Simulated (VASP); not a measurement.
# Zn2CdSeS2 (Cmc2_1) in VASP: relaxation of cell and atoms with PBE

Aim: the relaxation of cell and atoms of Zn2CdSeS2 with PBE.

Program: VASP 6.6.1. These are calculated values, not measurements. Logs are shortened: lines on timing, memory, paths and dates and some standing lists are left out, and cuts for length are marked.

## (1) The structure

It takes space group Cmc2_1 (No. 36, orthorhombic). Conventional cell: a = 12.142 Å, b = 6.964 Å, c = 6.548 Å, α = 90.00°, β = 90.00°, γ = 90.00°. Zn (site symmetry 1) has 3 S at 2.36 to 2.37 Å and 1 Se at 2.48 Å as nearest neighbours. Around Cd (site symmetry m) lie 2 S at 2.58 Å and 2 Se at 2.67 to 2.68 Å. Around Se (site symmetry m) lie 2 Zn at 2.48 Å and 2 Cd at 2.67 to 2.68 Å. Around S (site symmetry 1) lie 3 Zn at 2.36 to 2.37 Å and 1 Cd at 2.58 Å.

The cell was built by a generator and needn't be a form met in nature.

## (2) Relaxation of cell and atoms, PBE

INCAR reads:

```
ALGO = Normal
EDIFF = 1E-6
EDIFFG = -0.01
ENCUT = 520
GGA = PE
IBRION = 2
ISIF = 3
ISMEAR = 0
KPAR = 4
LASPH = True
LCHARG = False
LREAL = False
LWAVE = False
NELM = 120
NSW = 90
PREC = Accurate
SIGMA = 0.03
```

KPOINTS reads:

```
k-points
0
Gamma
  4 4 4
```

POSCAR reads:

```
Zn2CdSeS2
1.0
    6.0710000000     -3.4820000000      0.0000000000
    6.0710000000      3.4820000000      0.0000000000
    0.0000000000      0.0000000000      6.5480000000
Zn Cd Se S
4 2 2 4
Direct
    0.1655732400      0.4829195900      0.0047342700
    0.5170804100      0.8344267600      0.0047342700
    0.8344267600      0.5170804100      0.5047342700
    0.4829195900      0.1655732400      0.5047342700
    0.8164847800      0.1835152200      0.9873243700
    0.1835152200      0.8164847800      0.4873243700
    0.1909821900      0.8090178100      0.8950824700
    0.8090178100      0.1909821900      0.3950824700
    0.8346866100      0.5242328500      0.8666768500
    0.4757671500      0.1653133900      0.8666768500
    0.1653133900      0.4757671500      0.3666768500
    0.5242328500      0.8346866100      0.3666768500
```

Potentials or basis: VASP PAW PBE potentials, release 64 (Zn, Cd, Se, S).

Launch:

```
> cat potpaw_PBE.64/Zn/POTCAR potpaw_PBE.64/Cd/POTCAR potpaw_PBE.64/Se/POTCAR potpaw_PBE.64/S/POTCAR > POTCAR
> mpirun -np 4 vasp_std > vasp.out
```

OUTCAR:

```text
EDIFF = 1E-6
   EDIFFG = -0.01
   ENCUT = 520
   GGA = PE
   IBRION = 2
   ISIF = 3
   ISMEAR = 0
   LASPH = True
   LREAL = False
   NELM = 120
   NSW = 90
   PREC = Accurate

 ion  position               nearest neighbor table
   1  0.166  0.483  0.005-   9 2.36  10 2.37  11 2.37   7 2.48
   2  0.517  0.834  0.005-  10 2.36   9 2.37  12 2.37   7 2.48
   3  0.834  0.517  0.505-  11 2.36  12 2.37   9 2.37   8 2.48
   4  0.483  0.166  0.505-  12 2.36  11 2.37  10 2.37   8 2.48
   5  0.816  0.184  0.987-   9 2.58  10 2.58   8 2.67   7 2.68
   6  0.184  0.816  0.487-  11 2.58  12 2.58   7 2.67   8 2.68
   7  0.191  0.809  0.895-   1 2.48   2 2.48   6 2.67   5 2.68
   8  0.809  0.191  0.395-   3 2.48   4 2.48   5 2.67   6 2.68
   9  0.835  0.524  0.867-   1 2.36   2 2.37   3 2.37   5 2.58
  10  0.476  0.165  0.867-   2 2.36   1 2.37   4 2.37   5 2.58
  11  0.165  0.476  0.367-   3 2.36   4 2.37   1 2.37   6 2.58
  12  0.524  0.835  0.367-   4 2.36   3 2.37   2 2.37   6 2.58

  LATTYP: Found a base centered orthorhombic cell.
 ALAT       =     6.9640000000
 B/A-ratio  =     1.7435381964
 C/A-ratio  =     0.9402642160

  Lattice vectors:

 A1 = (  -6.0710000000,  -3.4820000000,   0.0000000000)
 A2 = (   6.0710000000,  -3.4820000000,   0.0000000000)
 A3 = (   0.0000000000,   0.0000000000,   6.5480000000)

Analysis of symmetry for initial positions (statically):
=====================================================================
 Subroutine PRICEL returns:
 Original cell was already a primitive cell.

 Routine SETGRP: Setting up the symmetry group for a
 base centered orthorhombic supercell.

 Subroutine GETGRP returns: Found  4 space group operations
 (whereof  2 operations were pure point group operations)
 out of a pool of  8 trial point group operations.

The static configuration has the point symmetry C_1h.
 The point group associated with its full space group is C_2v.

Analysis of symmetry for dynamics (positions and initial velocities):
=====================================================================
 Subroutine PRICEL returns:
 Original cell was already a primitive cell.

 Routine SETGRP: Setting up the symmetry group for a
 base centered orthorhombic supercell.

 Subroutine GETGRP returns: Found  4 space group operations
 (whereof  2 operations were pure point group operations)
 out of a pool of  8 trial point group operations.

The dynamic configuration has the point symmetry C_1h.
 The point group associated with its full space group is C_2v.

 Subroutine INISYM returns: Found  4 space group operations
 (whereof  2 operations are pure point group operations),
 and found     1 'primitive' translations

----------------------------------------------------------------------------------------

                                     Primitive cell

  volume of cell :     276.8393

  direct lattice vectors                    reciprocal lattice vectors
     6.071000000 -3.482000000  0.000000000     0.082358755 -0.143595635  0.000000000
     6.071000000  3.482000000  0.000000000     0.082358755  0.143595635  0.000000000
     0.000000000  0.000000000  6.548000000     0.000000000  0.000000000  0.152718387

  length of vectors
     6.998668802  6.998668802  6.548000000     0.165537521  0.165537521  0.152718387

  position of ions in fractional coordinates (direct lattice)
     0.165573240  0.482919590  0.004734270
     0.517080410  0.834426760  0.004734270
     0.834426760  0.517080410  0.504734270
     0.482919590  0.165573240  0.504734270
     0.816484780  0.183515220  0.987324370
     0.183515220  0.816484780  0.487324370
     0.190982190  0.809017810  0.895082470
     0.809017810  0.190982190  0.395082470
     0.834686610  0.524232850  0.866676850
     0.475767150  0.165313390  0.866676850
     0.165313390  0.475767150  0.366676850
     0.524232850  0.834686610  0.366676850

  ion indices of the primitive-cell ions
   primitive index   ion index
                 1           1
                 2           2
                 3           3
                 4           4
                 5           5
                 6           6
                 7           7
                 8           8
                 9           9
                10          10
                11          11
                12          12

----------------------------------------------------------------------------------------

 KPOINTS: k-points

Automatic generation of k-mesh.
 Grid dimensions read from file:
 generate k-points for:    4    4    4

 Generating k-lattice:

  Cartesian coordinates                     Fractional coordinates (reciprocal lattice)
     0.020589689 -0.035898909  0.000000000     0.250000000  0.000000000  0.000000000
     0.020589689  0.035898909  0.000000000     0.000000000  0.250000000  0.000000000
     0.000000000  0.000000000  0.038179597     0.000000000  0.000000000  0.250000000

  Length of vectors
     0.041384380  0.041384380  0.038179597

  Shift w.r.t. Gamma in fractional coordinates (k-lattice)
     0.000000000  0.000000000  0.000000000

 Subroutine IBZKPT returns following result:
 ===========================================

 Found     21 irreducible k-points:

 Following reciprocal coordinates:
            Coordinates               Weight
  0.000000  0.000000  0.000000      1.000000
  0.250000  0.000000  0.000000      4.000000
  0.500000  0.000000  0.000000      2.000000
  0.250000  0.250000  0.000000      2.000000
  0.500000  0.250000  0.000000      4.000000
 -0.250000  0.250000  0.000000      2.000000
[... 13 lines left out ...]
 -0.250000  0.250000  0.500000      2.000000
  0.500000  0.500000  0.500000      1.000000
   k-points           NKPTS =     21   k-points in BZ     NKDIM =     21   number of bands    NBANDS=     64
   number of dos      NEDOS =    301   number of ions     NIONS =     12
   total plane-waves  NPLWV = 145800
   dimension x,y,z NGX =    54 NGY =   54 NGZ =   50
   dimension x,y,z NGXF=   108 NGYF=  108 NGZF=  100
   ions per type =               4   2   2   4
   NGX,Y,Z   is equivalent  to a cutoff of  12.83, 12.83, 12.69 a.u.
   NGXF,Y,Z  is equivalent  to a cutoff of  25.65, 25.65, 25.39 a.u.
 SYSTEM =  unknown system
   PREC   = accura    normal or accurate (medium, high low for compatibility)
   ISTART =      0    job   : 0-new  1-cont  2-samecut
   ICHARG =      2    charge: 1-file 2-atom 10-const
   ISPIN  =      1    spin polarized calculation?
   LNONCOLLINEAR =      F non collinear calculations
   LSORBIT =      F    spin-orbit coupling
   LASPH  =      T    aspherical Exc in radial PAW
   ENCUT  =  520.0 eV  38.22 Ry    6.18 a.u.  13.01 13.01 12.17*2*pi/ulx,y,z
   NELM   =    120;   NELMIN=  2; NELMDL= -5     # of ELM steps
   EDIFF  = 0.1E-05   stopping-criterion for ELM
   LREAL  =      F    real-space projection
   EDIFFG = -.1E-01   stopping-criterion for IOM
   NSW    =     90    number of steps for IOM
   IBRION =      2    ionic relax: 0-MD 1-quasi-New 2-CG
   NFREE  =      1    steps in history (QN), initial steepest desc. (CG)
   ISIF   =      3    stress and relaxation
   ISYM   =      2    0-nonsym 1-usesym 2-fastsym
   POTIM  = 0.5000    time-step for ionic-motion
   TEBEG  =    0.0;   TEEND  =   0.0 temperature during run
   PSTRESS=    0.0 pullay stress
   NELECT =     108.0000    total number of electrons
   NUPDOWN=      -1.0000    fix difference up-down
   EMIN   =  10.00;   EMAX   =-10.00  energy-range for DOS
   EFERMI =   0.00;   METHOD = LEGACY
   ISMEAR =     0;   SIGMA  =   0.03  broadening in eV -4-tet -1-fermi 0-gaus
   EFERMI_NEDOS =   21; number of points for ismear=-14 and -15
   IALGO  =     38    algorithm
   IMIX   =      4    mixing-type and parameters
     AMIX     =   0.40;   BMIX     =  1.00
     AMIX_MAG =   1.60;   BMIX_MAG =  1.00
  volume/ion in A,a.u.               =      23.07       155.68
  Fermi-wavevector in a.u.,A,eV,Ry     =   1.196208  2.260506 19.468775  1.430915
  Thomas-Fermi vector in A             =   2.332155
   LORBIT       =      0    0 simple, 1 ext, 2 COOP (PROOUT), +10 PAW based schemes
   GGA     = PE    functional components
   LHFCALC =     F    Hartree Fock is set to
   AEXX    =    0.0000 exact exchange contribution
   IVDW    =     0    specifies the selected vdW correction
   LEPSILON=     F    determine dielectric tensor
   LRPA    =     F    only Hartree local field effects (RPA)
 conjugate gradient relaxation of ions
 non-spin polarized calculation
 Gauss-broadening in eV      SIGMA  =   0.03
  energy-cutoff  :      520.00
  volume of cell :      276.84
 maximum number of plane-waves:      7477
 NGX is ok and might be reduce to    54
   NGX = 27   NGY = 27   NGZ = 25

--------------------------------------- Ionic step        1  -------------------------------------------

 number of electron     107.9999995 magnetization

 Free energy of the ion-electron system (eV)
  ---------------------------------------------------
  ext. energy  EPLUGINS =         0.00000000
  ---------------------------------------------------
  free energy    TOTEN  =       -38.09460558 eV

  energy without entropy =      -38.09460558  energy(sigma->0) =      -38.09460558

------------------------ aborting loop because EDIFF is reached ----------------------------------------

  FORCE on cell =-STRESS in cart. coord.  units (eV):
  Direction    XX          YY          ZZ          XY          YZ          ZX
  --------------------------------------------------------------------------------------
  -------------------------------------------------------------------------------------
  Total        0.1991657     -0.0613070      0.0276900      0.0000000      0.0000000      0.0000000
  in kB        1.1526500     -0.3548079      0.1602526      0.0000000      0.0000000      0.0000000
  external PRESSURE =       0.3193649 kB  Pullay stress =       0.0000000 kB
[... 119 lines left out ...]
  FREE ENERGIE OF THE ION-ELECTRON SYSTEM (eV)
  ---------------------------------------------------
  free  energy   TOTEN  =       -38.0950725426 eV

  energy  without entropy=      -38.0950725426  energy(sigma->0) =      -38.09507254

[... ionic steps 4 to 7 ...]

--------------------------------------- Ionic step        8  -------------------------------------------

 number of electron     107.9999993 magnetization

------------------------ aborting loop because EDIFF is reached ----------------------------------------

  FORCE on cell =-STRESS in cart. coord.  units (eV):
  Direction    XX          YY          ZZ          XY          YZ          ZX
  --------------------------------------------------------------------------------------
  -------------------------------------------------------------------------------------
  Total        0.0145106      0.0295888      0.0066813      0.0000000      0.0000000      0.0000000
  in kB        0.0839494      0.1711821      0.0386541      0.0000000      0.0000000      0.0000000
  external PRESSURE =       0.0979285 kB  Pullay stress =       0.0000000 kB
[... 77 lines left out ...]
  energy  without entropy=      -38.0952417312  energy(sigma->0) =      -38.09524173

--------------------------------------- Ionic step       10  -------------------------------------------

 number of electron     107.9999991 magnetization

 Free energy of the ion-electron system (eV)
  ---------------------------------------------------
  ext. energy  EPLUGINS =         0.00000000
  ---------------------------------------------------
  free energy    TOTEN  =       -38.09526959 eV

  energy without entropy =      -38.09526959  energy(sigma->0) =      -38.09526959

 E-fermi :   1.6167     XC(G=0):  -9.2269

 val. band max:        1.4313822917   @ k =   0.0000   0.0000   0.0000
 cond. band min:       2.8006414683   @ k =   0.0000   0.0000   0.0000
 fundamental gap:      1.3692591766
 Fermi energy:         1.6167446067

 k-point     1 :       0.0000    0.0000    0.0000
  band No.  band energies     occupation
      1     -11.3503      2.00000
      2     -10.6522      2.00000
      3     -10.5369      2.00000
      4     -10.5354      2.00000
      5     -10.4287      2.00000
      6     -10.4183      2.00000
[... 1435 lines left out ...]
  FREE ENERGIE OF THE ION-ELECTRON SYSTEM (eV)
  ---------------------------------------------------
  free  energy   TOTEN  =       -38.0952695918 eV

  energy  without entropy=      -38.0952695918  energy(sigma->0) =      -38.09526959

 reached required accuracy - stopping structural energy minimisation
```

It took 9.2 min on 4 MPI ranks of Intel Xeon Platinum 8488C (Sapphire Rapids), shared host; peak memory 0.6 GiB.

What came out:

```
Free energy                            : -38.0953 eV
Relaxed volume                         : 23.09 Å³/atom
Relaxed cell                           : a = 7.007 Å, b = 7.007 Å, c = 6.543 Å, α = 90.00°, β = 90.00°, γ = 59.60°
Space group after relaxing (to 0.05 Å) : Cmc2_1 (No. 36)
Energy gained by relaxing              : 0.1 meV/atom
Ionic steps                            : 10
Pressure after relaxing                : 0.0 GPa
Largest force after relaxing           : 0.008 eV/Å
Band gap on the k mesh                 : 1.37 eV, direct
```

Forces in eV/Å, atoms in the order of the input:
```
Zn   0.002 -0.002 -0.002
Zn  -0.002 -0.002 -0.002
Zn  -0.002  0.002 -0.002
Zn   0.002  0.002 -0.002
Cd   0.000 -0.007 -0.003
Cd   0.000  0.007 -0.003
Se   0.000 -0.006  0.004
Se   0.000  0.006  0.004
S    0.001  0.000  0.001
S   -0.001  0.000  0.001
S   -0.001  0.000  0.001
S    0.001  0.000  0.001
```

The path:
```tsv
step	energy change (eV)	largest force (eV/Å)	pressure (GPa)	volume (Å³)
1	0.0000	0.0332	0.03	276.84
2	-0.0004	0.0184	0.01	277.02
3	-0.0005	0.0146	-0.03	277.19
4	-0.0005	0.0128	-0.03	277.16
5	-0.0006	0.0131	0.03	277.03
6	-0.0006	0.0136	0.00	276.99
7	-0.0006	0.0147	0.04	276.91
8	-0.0006	0.0143	0.01	276.94
9	-0.0006	0.0143	0.02	276.93
10	-0.0007	0.0076	0.01	277.06
```

Final structure:
```xyz
12
Lattice="6.0802 -3.4823 0.0000 6.0802 3.4823 0.0000 0.0000 0.0000 6.5427" Properties=species:S:1:pos:R:3 pbc="T T T"
Zn    3.9390    1.1029    0.0294
Zn    8.2213    1.1029    0.0294
Zn    8.2213   -1.1029    3.3007
Zn    3.9390   -1.1029    3.3007
Cd    6.0802   -2.2038    6.4562
Cd    6.0802    2.2038    3.1849
Se    6.0802    2.1530    5.8572
Se    6.0802   -2.1530    2.5859
S     8.2616   -1.0826    5.6732
S     3.8988   -1.0826    5.6732
S     3.8988    1.0826    2.4019
S     8.2616    1.0826    2.4019
```

Levels at points of the mesh, in eV from the valence-band top:
```
           k point  band 50  band 51  band 52  band 53  band 54  band 55  band 56  band 57  band 58  band 59
(0.00, 0.00, 0.00)    -0.86    -0.81    -0.14    -0.06     0.00     1.37     2.49     4.37     4.38     4.75
(0.50, 0.00, 0.00)    -0.90    -0.81    -0.75    -0.69    -0.60     3.26     3.36     3.80     3.96     4.43
(0.50, 0.50, 0.00)    -1.02    -0.84    -0.73    -0.62    -0.60     3.01     3.41     3.76     3.98     4.49
(0.00, 0.00, 0.50)    -0.82    -0.47    -0.47    -0.43    -0.43     2.92     2.92     4.00     4.00     4.28
(0.50, 0.00, 0.50)    -1.41    -1.08    -1.08    -0.90    -0.90     3.29     3.29     4.14     4.14     4.27
(0.50, 0.50, 0.50)    -1.40    -1.22    -1.22    -0.93    -0.93     3.26     3.26     4.12     4.12     4.34
```
